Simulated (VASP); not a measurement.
Set up this calculation in VASP 6.6.1, as the native input.

```
Task                   : single point
Functional             : RPBE
Potentials or basis    : VASP PAW PBE potentials, release 64 (S, C, H)
Cutoff                 : 400 eV
k mesh                 : 1 × 1 × 1
Occupations            : gaussian, width 0.01 eV
Spin                   : no spin polarisation
Further INCAR settings : ALGO = Fast; EDIFF = 1e-06; ISYM = 0
```

The structure of SCH4 lies in POSCAR:

```
H4CS                                    
1.0
   13.5797842126      0.0000000000      0.0000000000
    0.0000000000     14.0797842126      0.0000000000
    0.0000000000      0.0000000000     14.5797842126
  S               C               H             
     1     1     4
Selective dynamics
Direct
     0.5430486435000006    0.4775284146999965    0.5819478056999969   F   F   F
     0.4906730814134500    0.5298806704565684    0.4788191866865522   T   T   T
     0.5228053715789904    0.3863186092973618    0.5606173730189973   T   T   T
     0.5289347955359968    0.5053225841694334    0.4169798931007371   T   T   T
     0.5013685259005937    0.6068320777582860    0.4852499719238958   T   T   T
     0.4115349988443990    0.5154251240327821    0.4734884635801080   T   T   T
```

These files were run (other wordings do the same):

INCAR

```
SYSTEM = H4CS
PREC     = Accurate       ! precision mode
ENCUT    = 400            ! plane-wave cutoff, eV
EDIFF    = 1E-6           ! SCF threshold, eV
ISMEAR   = 0              ! smearing method
SIGMA    = 0.01           ! smearing width, eV
LREAL    = .FALSE.        ! projectors in reciprocal space
LASPH    = .TRUE.         ! aspherical terms in the spheres
NELM     = 60             ! most SCF steps
ALGO     = Fast           ! electronic algorithm
ISIF     = 2              ! what is computed and relaxed
LWAVE    = .FALSE.        ! write WAVECAR
LCHARG   = .FALSE.        ! write CHGCAR
GGA      = RP             ! functional
ISYM     = 0
```

KPOINTS

```
regular mesh
0
G
  1 1 1
  0 0 0
```

Potentials or basis: VASP PAW PBE potentials, release 64 (S, C, H).

Run with:

```console
$ cat potpaw_PBE.64/S/POTCAR potpaw_PBE.64/C/POTCAR potpaw_PBE.64/H/POTCAR > POTCAR
$ mpirun -np 1 vasp_gam > vasp.out
```

Results of the run:

| Quantity | Value |
| --- | --- |
| Largest force | 0.142 eV/Å |
| Gap between the frontier levels | 4.59 eV |

Caveat: the PAW data sets were made with another functional, which shifts forces and pressure a little.

It took 85 s on 1 thread of Intel(R) Xeon(R) 6975P-C (Granite Rapids), with other jobs on the host, peak memory 1.5 GiB.
